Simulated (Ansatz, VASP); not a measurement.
## SnAs in VASP and in Ansatz

```
Sn As
1.0
     0.00000    2.83444    2.83444
     2.83444    0.00000    2.83444
     2.83444    2.83444    0.00000
Sn As
1 1
Direct
  0.00000 0.00000 0.00000
  0.50000 0.50000 0.50000
```

Alike in both runs: task single point; functional LDA; k mesh 14 × 14 × 14; occupations gaussian, width 0.15 eV; no spin polarisation.

|  | VASP | Ansatz |
| --- | --- | --- |
| version | VASP 6.6.1 | Ansatz 0.2.0 |
| potentials or method | VASP PAW LDA potentials, release 64 (Sn_d, As) | scalar-relativistic, plane waves, PAW |
| plane-wave cutoff (eV) | 520 | 420 |
| valence electrons in the cell | 19 | 29 |

```csv
,VASP,Ansatz,Ansatz less VASP
gap on the k mesh at the Fermi level (eV),none,none,-
pressure (GPa),0.2,0.0,-0.17
```

A gap of «none» marks a metal or a gap that the smearing closes. The two sets of potentials don't hold the same shells in valence.
